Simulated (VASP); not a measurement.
Data:

```
CELL_PARAMETERS angstrom
      0.25112     3.91631     3.93992
      4.11027     0.05716     4.13643
      2.08372     2.08372     0.00000
ATOMIC_POSITIONS crystal
  Al 0.00000 0.00000 0.00000
  Al 0.00000 0.50000 0.00000
  Ag 0.50000 0.00000 0.00000
  Ag 0.50000 0.50000 0.00000
```

Method: PBEsol GGA, VASP's PBE PAW potentials (set 64) (plane waves; VASP). Settings: 400 eV cut-off, 8×8×14 Γ-centred mesh, tetrahedra with Blöchl corrections, potentials Al Ag.

What does the run give for the energy per atom (σ→0), band gap (on the k-mesh) with the smallest direct gap where there is one?

The band gap (on the k-mesh) comes out as none (metal, semimetal or under 0.01 eV). The energy per atom (σ→0) is -3.771 eV/atom.

Total energies compare only between runs with the same potentials, cut-off and functional.

The structure was generated: Ag2Al2 was put into an ordered model structure (R-3m), which need not be its known phase. It was relaxed first. The relaxed cell has space group C2/m.
